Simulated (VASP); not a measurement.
These are RPBE GGA, VASP's PBE PAW potentials (set 64) (plane waves; VASP 6.6.1) values and carry that method's errors.

A VASP calculation is set up with these files.

### KPOINTS
```
Automatic mesh
0
Gamma
8 8 8
0 0 0
```

**INCAR**
```
# general
SYSTEM=CaO
PREC  =Accurate
ENCUT =520
LREAL =.FALSE.
LASPH =.TRUE.

# electronic loop
EDIFF =1E-6
NELM  =100
ALGO  =Normal

# smearing
ISMEAR=0
SIGMA =0.05

# functional
GGA   =RP

# ions
IBRION=2
NSW   =60
ISIF  =3
EDIFFG=-0.01

# output
LWAVE =.FALSE.
LCHARG=.FALSE.
```

POSCAR:
```
CaO
1.0
  0.0000000000   2.4482623830   2.4482623830
  2.4482623830   0.0000000000   2.4482623830
  2.4482623830   2.4482623830   0.0000000000
Ca O
1 1
Cartesian
  0.0000000000   0.0000000000   0.0000000000
  2.4482623830   2.4482623830   2.4482623830
```

POTCAR, in this order: Ca_sv O (PBE.64 set). Program: vasp_std.

Question: Estimate the energy per atom (σ→0), band gap (on the k-mesh).

Answer: 
```json
{
  "energy per atom (σ→0)": "-6.049 eV/atom",
  "band gap (on the k-mesh)": "3.75 eV"
}
```

OSZICAR:
```
...
DAV:   7    -0.120781487106E+02    0.24088E-01   -0.74779E-01   956   0.829E+00    0.180E+00
DAV:   8    -0.120982587950E+02   -0.20110E-01   -0.98058E-02   740   0.354E+00    0.491E-01
DAV:   9    -0.120967205384E+02    0.15383E-02   -0.34126E-02   864   0.148E+00    0.152E-01
DAV:  10    -0.120976591353E+02   -0.93860E-03   -0.32703E-03   740   0.560E-01    0.276E-02
DAV:  11    -0.120977495628E+02   -0.90427E-04   -0.54259E-04   956   0.189E-01    0.333E-02
DAV:  12    -0.120977352202E+02    0.14343E-04   -0.82127E-05   800   0.980E-02    0.673E-03
DAV:  13    -0.120977346718E+02    0.54837E-06   -0.55631E-06   916   0.246E-02
   1 F= -.12097735E+02 E0= -.12097735E+02  d E =-.120977E+02
```

The compound is CaO in the rock salt structure. It was relaxed first, which changed the volume by +5 %. The start is the result of an earlier pass.
